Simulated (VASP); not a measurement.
Wanted: the native input for a VASP 6.6.1 run.

```
Task                   : single point
Functional             : PBE
Potentials or basis    : VASP PAW PBE potentials, release 64 (Ta_pv, S, Br)
Cutoff                 : 520 eV
k mesh                 : 14 × 14 × 10
Occupations            : gaussian, width 0.1 eV
Spin                   : no spin polarisation
Dipole correction      : no
Further INCAR settings : ALGO = Fast; EDIFF = 1e-06; NBANDS = 19
```

The structure of TaSBr lies in POSCAR:

```
TaSBr
1.0
    3.4921610911      0.0000000000      0.0000000000
    0.0000000000      3.4921610911      0.0000000000
    0.0000000000      0.0000000000      5.2209475760
Ta S Br
1 1 1
Direct
    0.5000000000      0.5000000000      0.5000000000
    0.0000000000      0.0000000000      0.5000000000
    0.5000000000      0.5000000000      0.0000000000
```

The cell was built by a generator and needn't be a form met in nature.

The cell isn't the ideal one: random cell by space group and Wyckoff sites (P4mm, No. 99).

The input as run:

INCAR

```
PREC = Accurate
ENCUT = 520
EDIFF = 1E-6
ISMEAR = 0
SIGMA = 0.1
LREAL = False
LASPH = True
NELM = 100
ALGO = Fast
ISIF = 2
LWAVE = False
LCHARG = False
GGA = PE
NBANDS = 19
```

KPOINTS

```
Automatic mesh
0
Gamma
  14 14 10
```

Potentials or basis: VASP PAW PBE potentials, release 64 (Ta_pv, S, Br).

Command:

```console
$ cat potpaw_PBE.64/Ta_pv/POTCAR potpaw_PBE.64/S/POTCAR potpaw_PBE.64/Br/POTCAR > POTCAR
$ mpirun -np 1 vasp_std > vasp.out
```

Results of the run:

```
Pressure               : 0.1 GPa
Band gap on the k mesh : none (metal or under the smearing width)
```

Wall time 2.1 min on 1 thread of Intel(R) Xeon(R) Platinum 8559C (Emerald Rapids), on a shared host, peak memory 0.4 GiB.
